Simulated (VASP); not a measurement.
Level of theory: PBE GGA with D4 dispersion, VASP's PBE PAW potentials (set 64) (plane waves; VASP).

A VASP calculation is set up with these files.

File POSCAR:
```
As
1.0
  3.5368476749  -1.8949381047  -0.0533222666
  3.5368476749   1.8949381047  -0.0533222666
  2.5688770151   0.0000000000   3.0828224741
As
2
direct
  0.2305340671   0.2305340671   0.2305340671
  0.7694659329   0.7694659329   0.7694659329
```

### KPOINTS
```
kpoints
0
G
  13 13 13
```

**INCAR**
```
LORBIT=11
NELM=100   ! most electronic steps
SYSTEM=As
PREC=Accurate
ALGO=Normal
LREAL=F
NEDOS=601   ! DOS grid
EDIFF=1E-7   ! SCF stop (eV)
ISIF=2   ! forces and stress, cell fixed
LCHARG=T
LMAXMIX=4   ! l cut-off of mixed one-centre charges
LWAVE=F
ISMEAR=-5   ! tetrahedra, Bloechl
ENCUT=520   ! plane-wave cut-off (eV)
LASPH=T   ! aspherical one-centre terms
IVDW=13   ! D4
GGA=PE
```

POTCAR, in this order: As (PBE.64 set). Program: vasp_std.

The resulting files:

**OSZICAR**
```
       N       E                     dE             d eps       ncg     rms          rms(c)
DAV:   1     0.301788321624E+02    0.30179E+02   -0.43564E+03  4166   0.929E+02
DAV:   2    -0.812523990180E+01   -0.38304E+02   -0.37717E+02  6522   0.123E+02
DAV:   3    -0.931439227516E+01   -0.11892E+01   -0.11872E+01  4825   0.260E+01
DAV:   4    -0.932078142633E+01   -0.63892E-02   -0.63834E-02  5199   0.194E+00
DAV:   5    -0.932079700762E+01   -0.15581E-04   -0.15540E-04  4741   0.863E-02    0.329E+00
DAV:   6    -0.931408395816E+01    0.67130E-02   -0.41859E-03  4565   0.539E-01    0.198E+00
DAV:   7    -0.931093106001E+01    0.31529E-02   -0.92846E-03  4413   0.829E-01    0.894E-02
DAV:   8    -0.931105710027E+01   -0.12604E-03   -0.28936E-04  4371   0.129E-01    0.318E-02
DAV:   9    -0.931109788979E+01   -0.40790E-04   -0.58959E-05  4592   0.629E-02    0.890E-03
DAV:  10    -0.931109646564E+01    0.14242E-05   -0.46985E-06  5003   0.144E-02    0.319E-03
DAV:  11    -0.931109629814E+01    0.16750E-06   -0.69393E-07  4438   0.651E-03    0.117E-03
DAV:  12    -0.931109647660E+01   -0.17846E-06   -0.37859E-08  2310   0.143E-03    0.273E-04
DAV:  13    -0.931109645552E+01    0.21079E-07   -0.12494E-08  2121   0.919E-04
   1 F= -.10238990E+02 E0= -.10238990E+02  d E =0.000000E+00
```

**OUTCAR**
```
------------------------ aborting loop because EDIFF is reached ----------------------------------------
  Edisp (eV):   -0.92789
  FORCE on cell =-STRESS in cart. coord.  units (eV):
  Direction    XX          YY          ZZ          XY          YZ          ZX
  --------------------------------------------------------------------------------------
  Total       0.00226     0.00679     0.00636     0.00000     0.00000    -0.00140
  in kB       0.08665     0.25997     0.24346     0.00000     0.00000    -0.05350
  external pressure =        0.20 kB  Pullay stress =        0.00 kB
  volume of cell :       41.84
      direct lattice vectors                 reciprocal lattice vectors
     3.536847675 -1.894938105 -0.053322267     0.139614869 -0.263860861 -0.116339306
     3.536847675  1.894938105 -0.053322267     0.139614869  0.263860861 -0.116339306
     2.568877015  0.000000000  3.082822474     0.004829718  0.000000000  0.320353526
 POSITION                                       TOTAL-FORCE (eV/Angst)
 -----------------------------------------------------------------------------------
      2.22294      0.00000      0.68611         0.008118      0.000000      0.002505
      7.41963      0.00000      2.29007        -0.008118      0.000000     -0.002505
 -----------------------------------------------------------------------------------
    total drift:                               -0.000000     -0.000000     -0.000000
  FREE ENERGIE OF THE ION-ELECTRON SYSTEM (eV)
  ---------------------------------------------------
  free  energy   TOTEN  =       -10.2389895944 eV

  energy  without entropy=      -10.2389895944  energy(sigma->0) =      -10.23898959

 total charge

# of ion       s       p       d       tot
------------------------------------------
    1        1.301   1.350   0.051   2.701
    2        1.301   1.350   0.051   2.701
--------------------------------------------------
tot          2.601   2.700   0.101   5.403
```
(Selected blocks of OUTCAR.)

OUTCAR:
```
 val. band max:        5.8217097555   @ k =   0.3846   0.2308   0.2308

 cond. band min:       5.6534001669   @ k =   0.4615  -0.0000   0.0000


 Fermi energy:         5.7367824408

 k-point     1 :       0.0000    0.0000    0.0000
  band No.  band energies     occupation
      1      -9.3784      2.00000
      2       0.1501      2.00000
      3       3.3635      2.00000
      4       3.6500      2.00000
      5       3.6500      2.00000
      6       7.8665      0.00000
      7       8.8637      0.00000
      8       8.8637      0.00000
      9      12.2029      0.00000

 k-point     2 :       0.0769    0.0000    0.0000
  band No.  band energies     occupation
      1      -9.2986      2.00000
      2      -0.1924      2.00000
      3       3.3884      2.00000
      4       3.6116      2.00000
      5       3.7277      2.00000
      6       7.9261      0.00000
      7       8.6757      0.00000
      8       8.7273      0.00000
      9      11.7827      0.00000

 k-point     3 :       0.1538    0.0000    0.0000
  band No.  band energies     occupation
      1      -9.0599      2.00000
      2      -1.0384      2.00000
      3       3.3372      2.00000
      4       3.5138      2.00000
      5       3.9960      2.00000
      6       7.8169      0.00000
      7       8.2535      0.00000
      8       8.3241      0.00000
      9      11.3817      0.00000

 k-point     4 :       0.2308   -0.0000    0.0000
  band No.  band energies     occupation
      1      -8.6656      2.00000
      2      -2.1202      2.00000
      3       3.2749      2.00000
      4       3.3942      2.00000
      5       4.3066      2.00000
      6       7.3158      0.00000
      7       7.6713      0.00000
      8       7.7757      0.00000
      9      11.7209      0.00000

 k-point     5 :       0.3077    0.0000    0.0000
  band No.  band energies     occupation
      1      -8.1226      2.00000
      2      -3.2712      2.00000
      3       3.2648      2.00000
...
```

For a metal the tetrahedron method with Blöchl corrections gives inexact stress and forces.

The compound is As in the a7 structure. It was relaxed first.
